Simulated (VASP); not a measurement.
Data:

```xyz
2
Lattice="0.0000 3.0408 3.0408 3.0408 0.0000 3.0408 3.0408 3.0408 0.0000" Properties=species:S:1:pos:R:3 pbc="T T T"
Y      0.0000     0.0000     0.0000
Te     3.0408     3.0408     3.0408
```

Method: PBEsol GGA, VASP's PBE PAW potentials (set 64) (plane waves; VASP). Run with 400 eV cut-off, Gaussian smearing of 0.050 eV, potentials Y_sv Te.

Task: Give the energies of bands 6 to 11 at the high-symmetry points, in eV from the Fermi level.

Result: 
```csv
band,Γ,X,U,L,W
6,-2.20,-5.17,-4.95,-6.42,-4.69
7,-2.20,-3.35,-4.95,-4.20,-4.69
8,-2.20,-3.35,-3.83,-4.20,-4.63
9,-0.31,-1.99,-0.54,1.53,0.77
10,-0.31,1.25,2.05,1.76,0.77
11,-0.31,1.46,2.16,1.76,1.45
```

It has no gap at this level: it comes out as a metal or semimetal.

The structure was generated: YTe was put into the rock salt type (Fm-3m), which need not be its known phase. It was relaxed first, which changed the volume by -37 %. The electron count is odd and the run is not spin-polarised, which forces a metal.
